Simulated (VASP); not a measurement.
Consider the following.

```
Li
1.0
   -1.74500     1.74500     1.74500
    1.74500    -1.74500     1.74500
    1.74500     1.74500    -1.74500
Li
1
Direct
  0.00000   0.00000   0.00000
```

These are PBE GGA, VASP's PBE PAW potentials (set 64) (plane waves; VASP) values and carry that method's errors. Run with 350 eV cut-off, 13×13×13 Γ-centred mesh, first-order Methfessel-Paxton smearing of 0.10 eV, potentials Li_sv.

At this cut-off the stress carries a Pulay error, which pulls relaxed volumes low.

Problem. Give the stress tensor in GPa (positive for a compressed cell).

Solution. 
```
-6.83   0.00   0.00
 0.00  -6.83   0.00
 0.00   0.00  -6.83
```
The pressure is its mean diagonal, -6.83 GPa.

The compound is Li in the bcc structure. The cell was not relaxed at this level. The run is one of a series of settings (ENCUT = 350 against the base run), some of them coarse on purpose.
